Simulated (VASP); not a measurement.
A VASP calculation is set up with these files.

POSCAR:
```
SiSe2
1
   -3.4153010000     4.8327250000     3.0029730000
    3.4153010000    -4.8327250000     3.0029730000
    3.4153010000     4.8327250000    -3.0029730000
Si Se
2 4
Direct
  0.7500000000   0.7500000000   0.0000000000
  0.2500000000   0.2500000000   0.0000000000
  0.3736400000   0.6892700000   0.0629100000
  0.6263600000   0.3107300000   0.9370900000
  0.1263600000   0.1892700000   0.3156300000
  0.8736400000   0.8107300000   0.6843700000
```

**INCAR**
```
SYSTEM = SiSe2
PREC = Accurate
ENCUT = 300
EDIFF = 1E-6
NELM = 100
ALGO = Normal
LREAL = .FALSE.
LASPH = .TRUE.
ISMEAR = -1
SIGMA = 0.05
GGA = PE
LMAXMIX = 4
LWAVE = .FALSE.
LCHARG = .FALSE.
ISIF = 2
```

**KPOINTS**
```
Automatic mesh
0
Gamma
3 3 3
0 0 0
```

POTCAR, in this order: Si Se (PBE.64 set). Program: vasp_std.

**Question.** Write an equivalent input for Quantum ESPRESSO's pw.x.

**Answer.** One equivalent input (not run):
```
&CONTROL
  calculation = 'scf'
  pseudo_dir = './pseudo'
  outdir = './out'
  tprnfor = .true.
  tstress = .true.
/
&SYSTEM
  ibrav = 0
  nat = 6
  ntyp = 2
  ecutwfc = 86
  occupations = 'smearing'
  smearing = 'fermi-dirac'
  degauss = 0.003675
  input_dft = 'pbe'
/
&ELECTRONS
  conv_thr = 7.3e-08
  electron_maxstep = 100
/
ATOMIC_SPECIES
  Si 28.085 Si.upf
  Se 78.971 Se.upf
CELL_PARAMETERS angstrom
    -3.4153010    4.8327250    3.0029730
     3.4153010   -4.8327250    3.0029730
     3.4153010    4.8327250   -3.0029730
ATOMIC_POSITIONS crystal
  Si   0.7500000  0.7500000  0.0000000
  Si   0.2500000  0.2500000  0.0000000
  Se   0.3736400  0.6892700  0.0629100
  Se   0.6263600  0.3107300  0.9370900
  Se   0.1263600  0.1892700  0.3156300
  Se   0.8736400  0.8107300  0.6843700
K_POINTS automatic
  3 3 3 0 0 0
```
Limits of the translation: the potentials are each code's own (VASP's PAW set, PseudoDojo norm-conserving files in pw.x), so ENCUT and ecutwfc are chosen apart and not converted; conv_thr bounds pw.x's estimated SCF error, while EDIFF bounds the energy change between steps.

The structure comes from a computed database's SiSe2 entry; how it stands against other phases isn't given here. The cell was not relaxed at this level. The k-mesh is coarse (spacing up to 0.46 per Å, 2π included), so the numbers may not be converged in it. The run is one of a series of settings (AEXX removed, HFRCUT removed, ISYM removed, LHFCALC removed, PRECFOCK removed against the base run), some of them coarse on purpose.
